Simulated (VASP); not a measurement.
Here is the system:

```xyz
2
Lattice="1.6050 -2.7799 0.0000 1.6050 2.7799 0.0000 0.0000 0.0000 5.2100" Properties=species:S:1:pos:R:3 pbc="T T T"
Mg     1.6050     0.9266     1.3025
Mg     1.6050    -0.9266     3.9075
```

Method: PBE GGA, VASP's PBE PAW potentials (set 64) (plane waves; VASP). Run with 400 eV cut-off, 10×10×6 Γ-centred mesh, first-order Methfessel-Paxton smearing of 0.10 eV, potentials Mg.

Task: Predict the energy per atom (σ→0), band gap (on the k-mesh) with the smallest direct gap where there is one.

Result: 
```
Quantity                                                     Value
------------------------  ----------------------------------------
band gap (on the k-mesh)  none (metal, semimetal or under 0.01 eV)
energy per atom (σ→0)                               -1.503 eV/atom
```

The absolute energy has meaning only against runs of the same code, potentials and settings.

The compound is Mg in the hcp structure. The cell was not relaxed at this level.
